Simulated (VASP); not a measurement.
Output of a VASP run:

### OUTCAR
```
 ion  position               nearest neighbor table
   1  0.988  0.998  0.994-   2 1.90   2 1.93   2 1.96   2 2.07
   2  0.262  0.252  0.256-   1 1.90   1 1.93   1 1.96   1 2.07
  LATTYP: Found a face centered cubic cell.
 ALAT       =     4.5400000000
 Subroutine PRICEL returns:
 Original cell was already a primitive cell.
 Subroutine GETGRP returns: Found  1 space group operations
The static configuration has the point symmetry C_1 .
The dynamic configuration has the point symmetry C_1 .
 Subroutine INISYM returns: Found  1 space group operations
 Subroutine IBZKPT returns following result:
 Found    504 irreducible k-points:

 Following reciprocal coordinates:
            Coordinates               Weight
  0.000000  0.000000  0.000000      1.000000
  0.100000  0.000000  0.000000      2.000000
  0.000000  0.100000  0.000000      2.000000
  0.000000  0.000000  0.100000      2.000000
  0.100000  0.100000  0.100000      2.000000
  0.200000  0.000000  0.000000      2.000000
  0.000000  0.200000  0.000000      2.000000
  0.000000  0.000000  0.200000      2.000000
  0.200000  0.200000  0.200000      2.000000
  0.300000  0.000000  0.000000      2.000000
  0.000000  0.300000  0.000000      2.000000
  0.000000  0.000000  0.300000      2.000000
  0.300000  0.300000  0.300000      2.000000
  0.400000  0.000000  0.000000      2.000000
  0.000000  0.400000  0.000000      2.000000
  0.000000  0.000000  0.400000      2.000000
  0.400000  0.400000  0.400000      2.000000
  0.500000  0.000000  0.000000      1.000000
  0.000000  0.500000  0.000000      1.000000
  0.000000  0.000000  0.500000      1.000000
  0.500000  0.500000  0.500000      1.000000
  0.100000  0.100000  0.000000      2.000000
  0.000000  0.100000  0.100000      2.000000
  0.100000  0.000000  0.100000      2.000000
  0.200000  0.100000  0.000000      2.000000
  0.000000  0.200000  0.100000      2.000000
  0.100000  0.000000  0.200000      2.000000
  0.100000  0.100000 -0.100000      2.000000
  0.200000  0.100000  0.200000      2.000000
  0.100000  0.200000  0.000000      2.000000
  0.100000 -0.100000 -0.100000      2.000000
  0.200000  0.200000  0.100000      2.000000
  0.000000  0.100000  0.200000      2.000000
 -0.100000  0.100000 -0.100000      2.000000
  0.100000  0.200000  0.200000      2.000000
  0.200000  0.000000  0.100000      2.000000
  0.300000  0.100000  0.000000      2.000000
  0.000000  0.300000  0.100000      2.000000
  0.100000  0.000000  0.300000      2.000000
  0.100000  0.100000 -0.200000      2.000000
   k-points           NKPTS =    504   k-points in BZ     NKDIM =    504   number of bands    NBANDS=      8
   number of dos      NEDOS =    301   number of ions     NIONS =      2
   total plane-waves  NPLWV =  13824
   dimension x,y,z NGX =    24 NGY =   24 NGZ =   24
   dimension x,y,z NGXF=    48 NGYF=   48 NGZF=   48
   ions per type =               1   1
   PREC   = accura    normal or accurate (medium, high low for compatibility)
   ISTART =      0    job   : 0-new  1-cont  2-samecut
   ICHARG =      2    charge: 1-file 2-atom 10-const
   ISPIN  =      1    spin polarized calculation?
   LNONCOLLINEAR =      F non collinear calculations
   LSORBIT =      F    spin-orbit coupling
   INIWAV =      1    electr: 0-lowe 1-rand  2-diag
   ENCUT  =  400.0 eV  29.40 Ry    5.42 a.u.   5.24  5.24  5.24*2*pi/ulx,y,z
   NELM   =    100;   NELMIN=  2; NELMDL= -5     # of ELM steps
   EDIFF  = 0.1E-05   stopping-criterion for ELM
   LREAL  =      F    real-space projection
   NLSPLINE    = F    spline interpolate recip. space projectors
   LMAXMIX     =    2 max onsite mixed and CHGCAR
   VOSKOWN=      0    Vosko Wilk Nusair interpolation
   EDIFFG = 0.1E-04   stopping-criterion for IOM
   NSW    =      0    number of steps for IOM
   NBLOCK =      1;   KBLOCK =      1    inner block; outer block
   IBRION =     -1    ionic relax: 0-MD 1-quasi-New 2-CG
...
```

### OSZICAR
```
       N       E                     dE             d eps       ncg     rms          rms(c)
DAV:   1     0.398568410582E+01    0.39857E+01   -0.35136E+03  8208   0.725E+02
DAV:   2    -0.149149206355E+02   -0.18901E+02   -0.18243E+02 12544   0.966E+01
DAV:   3    -0.151062106671E+02   -0.19129E+00   -0.19129E+00  9656   0.129E+01
DAV:   4    -0.151066499413E+02   -0.43927E-03   -0.43927E-03 13024   0.612E-01
DAV:   5    -0.151066500946E+02   -0.15331E-06   -0.15330E-06  9800   0.100E-02    0.738E+00
DAV:   6    -0.144020386796E+02    0.70461E+00   -0.19464E+00  8368   0.745E+00    0.394E+00
DAV:   7    -0.142906405347E+02    0.11140E+00   -0.27491E-01 12344   0.321E+00    0.127E+00
DAV:   8    -0.142772888929E+02    0.13352E-01   -0.36304E-02  9096   0.120E+00    0.250E-01
DAV:   9    -0.142772971083E+02   -0.82154E-05   -0.57552E-04 12728   0.215E-01    0.153E-01
DAV:  10    -0.142772893778E+02    0.77305E-05   -0.14062E-04  8576   0.826E-02    0.279E-02
DAV:  11    -0.142772916690E+02   -0.22912E-05   -0.40815E-06 12768   0.156E-02    0.344E-02
DAV:  12    -0.142772913715E+02    0.29746E-06   -0.14893E-06  4832   0.676E-03
   1 F= -.14277291E+02 E0= -.14277291E+02  d E =-.909049E-06
```

OUTCAR:
```
------------------------ aborting loop because EDIFF is reached ----------------------------------------
  FORCE on cell =-STRESS in cart. coord.  units (eV):
  Direction    XX          YY          ZZ          XY          YZ          ZX
  --------------------------------------------------------------------------------------
  Total       -0.6127281     -0.7084832     -0.6579200     -0.3462335     -0.1002096     -0.5090324
  in kB      -41.9634150    -48.5213187    -45.0584350    -23.7122104     -6.8629715    -34.8616874
  external PRESSURE =     -45.1810562 kB  Pullay stress =       0.0000000 kB
  volume of cell :       23.39
      direct lattice vectors                 reciprocal lattice vectors
     0.000000000  2.270000000  2.270000000    -0.220264317  0.220264317  0.220264317
     2.270000000  0.000000000  2.270000000     0.220264317 -0.220264317  0.220264317
     2.270000000  2.270000000  0.000000000     0.220264317  0.220264317 -0.220264317
  FREE ENERGIE OF THE ION-ELECTRON SYSTEM (eV)
  ---------------------------------------------------
  free  energy   TOTEN  =       -14.2772913715 eV

  energy  without entropy=      -14.2772904625  energy(sigma->0) =      -14.27729092
```
(Selected blocks of OUTCAR.)

POSCAR:
```
BP
1
    0.0000000000     2.2700000000     2.2700000000
    2.2700000000     0.0000000000     2.2700000000
    2.2700000000     2.2700000000     0.0000000000
B P
1 1
Direct
 -0.0124030000  -0.0018050000  -0.0064750000
  0.2624030000   0.2518050000   0.2564750000
```

Q: Reconstruct the remaining input files.

A: One answer among several that fit: the input of the run itself, LDA (Ceperley-Alder, Perdew-Zunger), plane waves, VASP's LDA PAW potentials (set 64).

### KPOINTS
```
Automatic mesh
0
Gamma
10 10 10
0 0 0
```

**INCAR**
```
ALGO  =  Normal
EDIFF  =  1E-6
ENCUT  =  400
ISIF  =  2
ISMEAR  =  -1
LASPH  =  .True.
LCHARG  =  .False.
LREAL  =  .False.
LWAVE  =  .False.
NELM  =  100
PREC  =  Accurate
SIGMA  =  0.01
SYSTEM  =  BP
```

POTCAR, in this order: B P (LDA.64 set). Program: vasp_std.

At this cut-off the stress carries a Pulay error, which pulls relaxed volumes low.

The structure is a typed BP crystal. The cell was not relaxed at this level, atoms are displaced from their ideal sites.
